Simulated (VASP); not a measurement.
An input for Quantum ESPRESSO's pw.x (written as the equivalent of a VASP run, and not itself run):

```
&CONTROL
  calculation = 'vc-relax'
  pseudo_dir = './pseudo'
  outdir = './out'
  tprnfor = .true.
  tstress = .true.
  nstep = 40
  forc_conv_thr = 0.00078
/
&SYSTEM
  ibrav = 0
  nat = 2
  ntyp = 2
  ecutwfc = 80
  occupations = 'smearing'
  smearing = 'gaussian'
  degauss = 0.003675
  input_dft = 'pz'
/
&ELECTRONS
  conv_thr = 7.3e-08
  electron_maxstep = 100
/
&IONS
/
&CELL
/
ATOMIC_SPECIES
  Al 26.982 Al.upf
  As 74.922 As.upf
CELL_PARAMETERS angstrom
    -0.0000000    2.8187183    2.8187183
     2.8187183    0.0000000    2.8187183
     2.8187183    2.8187183    0.0000000
ATOMIC_POSITIONS crystal
  Al   0.0000000  0.0000000  0.0000000
  As   0.2500000  0.2500000  0.2500000
K_POINTS automatic
  8 8 8 0 0 0
```

Question: Translate this input to VASP (INCAR, KPOINTS, POSCAR, choice of POTCAR).

Answer: Several could match; the one computed here: 
INCAR:
```
ALGO  =  Normal
EDIFF  =  1E-6
EDIFFG  =  -0.02
ENCUT  =  500
IBRION  =  2
ISIF  =  3
ISMEAR  =  0
LASPH  =  T
LCHARG  =  F
LMAXMIX  =  4
LREAL  =  F
LWAVE  =  F
NELM  =  100
NSW  =  40
PREC  =  Accurate
SIGMA  =  0.05
SYSTEM  =  AlAs
```

File KPOINTS:
```
Automatic mesh
0
Gamma
8 8 8
0 0 0
```

File POSCAR:
```
AlAs
1
   -0.0000000000     2.8187182666     2.8187182666
    2.8187182666     0.0000000000     2.8187182666
    2.8187182666     2.8187182666     0.0000000000
Al As
1 1
Direct
  0.0000000000   0.0000000000   0.0000000000
  0.2500000000   0.2500000000   0.2500000000
```

POTCAR, in this order: Al As (LDA.64 set). Program: vasp_std.

Limits of the translation: the potentials are each code's own (VASP's PAW set, PseudoDojo norm-conserving files in pw.x), so ENCUT and ecutwfc are chosen apart and not converted; conv_thr bounds pw.x's estimated SCF error, while EDIFF bounds the energy change between steps; forc_conv_thr acts on force components and is met together with etot_conv_thr.

The compound is AlAs in the zinc blende structure. It was relaxed first.
